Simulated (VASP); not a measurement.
Runs of VASP 6.6.1 on W. The structure is cubic, space group Im-3m (No. 229). The conventional cell has a = 3.165 Å, b = 3.165 Å, c = 3.165 Å, α = 90.00°, β = 90.00°, γ = 90.00°. Around W (site symmetry m-3m) lie 8 W at 2.74 Å. 

```tsv
level	potentials or basis	k mesh	cutoff (eV)	gap on the mesh (eV)	pressure (GPa)	relaxed volume (Å³/atom)
RPBE	VASP PAW PBE potentials, release 64 (W_sv)	16 × 16 × 16	600	none	0.0	16.35
PBEsol	VASP PAW PBE potentials, release 64 (W_sv)	16 × 16 × 16	600	none	0.0	15.71
PBE	VASP PAW PBE potentials, release 64 (W_sv)	16 × 16 × 16	600	none	0.0	(b)
PBE	VASP PAW PBE potentials, release 64 (W)	8 × 8 × 8	300	none	0.0	15.92
PBE+D3(BJ)	VASP PAW PBE potentials, release 64 (W_sv)	16 × 16 × 16	600	none	0.0	15.78
r2SCAN	VASP PAW PBE potentials, release 64 (W_sv)	16 × 16 × 16	600	none	0.0	15.97
LDA	VASP PAW LDA potentials, release 64 (W_sv)	16 × 16 × 16	600	none	-0.1	(a)
```

Alike in all rows: task relaxation of cell and atoms; no spin polarisation; cell relaxed; smearing methfessel-paxton 0.1 eV.

Task: Fill in the values left out.

Result: (a) 15.49; (b) 16.15.

Caveats: the PAW data sets were made with another functional, which shifts forces and pressure a little (some runs); pairwise dispersion overbinds metals, which lowers pressure and volume (some runs).

A k mesh can miss the band edges, and the runs leave out spin-orbit coupling on W.

A gap of «none» marks a metal or a gap under the smearing width.

Not every run made on this cell is shown here.
